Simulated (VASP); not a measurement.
Input:

```
CELL_PARAMETERS angstrom
      1.37066    -2.37405     0.00000
      1.37066     2.37405     0.00000
      0.00000     0.00000     4.31688
ATOMIC_POSITIONS crystal
  Os 0.33333 0.66667 0.25000
  Os 0.66667 0.33333 0.75000
```

Calculation: r2SCAN meta-GGA, VASP's PBE PAW potentials (set 64) (plane waves; VASP). Settings: 480 eV cut-off, 14×14×8 Γ-centred mesh, first-order Methfessel-Paxton smearing of 0.10 eV, potentials Os.

Each row applies one change to this cell, which was relaxed at other settings and keeps the small stress of the first row; at a fixed cut-off the stress holds a Pulay part, so it need not integrate to ΔE exactly. Stress is in GPa, positive when the cell is compressed.

```csv
change,ΔE (meV/atom),σxx,σyy,σzz,"largest shear component, with its sign (GPa)",largest force (eV/Å)
none,0.0,0.02,0.02,0.06,0.00,0.000
atom 2 (Os) moved by -0.150 Å along x,49.0,0.43,0.72,3.31,2.53,1.408
isotropic strain of +1.0 %,(withheld),(withheld),(withheld),(withheld),(withheld),(withheld)
atom 2 (Os) moved by 0.075 Å along z,23.6,0.63,0.63,3.07,0.00,1.287
uniaxial strain of -1.5 % along x,(withheld),(withheld),(withheld),(withheld),(withheld),(withheld)
```

Question: Fill in the missing entries.

Answer: 
- isotropic strain of +1.0 %, ΔE (meV/atom): 16.3
- isotropic strain of +1.0 %, σxx: -11.78
- isotropic strain of +1.0 %, σyy: -11.78
- isotropic strain of +1.0 %, σzz: -12.69
- isotropic strain of +1.0 %, largest shear component, with its sign (GPa): 0.00
- isotropic strain of +1.0 %, largest force (eV/Å): 0.000
- uniaxial strain of -1.5 % along x, ΔE (meV/atom): 7.8
- uniaxial strain of -1.5 % along x, σxx: 12.20
- uniaxial strain of -1.5 % along x, σyy: 4.33
- uniaxial strain of -1.5 % along x, σzz: 3.87
- uniaxial strain of -1.5 % along x, largest shear component, with its sign (GPa): 0.00
- uniaxial strain of -1.5 % along x, largest force (eV/Å): 0.086

Failed runs are left out, and for metals the shear rows, which the mesh's noise covers.

The compound is Os in the hcp structure.
